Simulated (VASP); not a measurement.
**Ag (space group P6_3/mmc): computed properties**

All values below come from SCAN meta-GGA, VASP's PBE PAW potentials (set 64) (plane waves; VASP).

```
Quantity                                                                                                 Value
----------------------------------  --------------------------------------------------------------------------
space group                                                                                     P6_3/mmc (194)
cell                                a = 2.869 Å, b = 2.869 Å, c = 4.759 Å, α = 90.00°, β = 90.00°, γ = 120.00°
volume per atom                                                                                  16.97 Å³/atom
band gap (over mesh and band path)                                    none (metal, semimetal or under 0.01 eV)
band gap with spin-orbit coupling                                                              none (metallic)
density                                                                                            10.56 g/cm³
```

Ag is modelled in the hexagonal space group P6₃/mmc (No. 194), the hcp (Mg type) structure, Pearson symbol hP2. Conventional cell: a = 2.869 Å, b = 2.869 Å, c = 4.759 Å, α = 90.00°, β = 90.00°, γ = 120.00°. Ag on 2c is coordinated by 12 Ag at 2.869–2.900 Å (anticuboctahedral). (Neighbours: up to the widest gap in distance over summed covalent radii, below 1.35, at either atom.)

The structure comes from a measured Ag entry (P6_3/mmc) of the Crystallography Open Database, whose conditions weren't checked. It was relaxed first. Symmetry was kept, so distortions that lower it aren't found.
